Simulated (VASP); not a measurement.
Given:

```
CELL_PARAMETERS angstrom
     -2.11040     2.11040     2.11040
      2.11040    -2.11040     2.11040
      2.11040     2.11040    -2.11040
ATOMIC_POSITIONS crystal
  Na 0.00000 0.00000 0.00000
```

Computed with TPSS meta-GGA, VASP's PBE PAW potentials (set 64) (plane waves; VASP). Numerical set-up: 520 eV cut-off, 14×14×14 Γ-centred mesh, tetrahedra with Blöchl corrections, potentials Na_pv.

Task: Tabulate the total density of states (states/eV per cell) against energy (eV; zero at the valence-band maximum or, without a gap, the Fermi level).

Result: 
(E (eV), DOS (states/eV)): (-9.98, 0.00); (-9.74, 0.00); (-9.50, 0.00); (-9.26, 0.00); (-9.02, 0.00); (-8.90, 0.00); (-8.66, 0.00); (-8.42, 0.00); (-8.18, 0.00); (-7.94, 0.00); (-7.70, 0.00); (-7.46, 0.00); (-7.22, 0.00); (-6.98, 0.00); (-6.74, 0.00); (-6.62, 0.00); (-6.38, 0.00); (-6.14, 0.00); (-5.90, 0.00); (-5.66, 0.00); (-5.42, 0.00); (-5.18, 0.00); (-4.94, 0.00); (-4.70, 0.00); (-4.46, 0.00); (-4.34, 0.00); (-4.10, 0.00); (-3.86, 0.00); (-3.62, 0.00); (-3.38, 0.00); (-3.14, 0.07); (-2.90, 0.14); (-2.66, 0.19); (-2.42, 0.22); (-2.18, 0.26); (-2.06, 0.27); (-1.82, 0.30); (-1.58, 0.33); (-1.34, 0.35); (-1.10, 0.38); (-0.86, 0.40); (-0.62, 0.42); (-0.38, 0.45); (-0.14, 0.47); (0.10, 0.51); (0.22, 0.53); (0.46, 0.62); (0.70, 0.64); (0.94, 0.55); (1.18, 0.46); (1.42, 0.47); (1.66, 0.47); (1.90, 0.51); (2.14, 0.68); (2.38, 0.76); (2.50, 0.80); (2.74, 0.66); (2.98, 0.59); (3.22, 0.62); (3.46, 0.66)
Within 2 eV below the Fermi level the largest weight inside VASP's projection spheres is Na s, then Na p.

The compound is Na in the bcc structure. It was relaxed first.
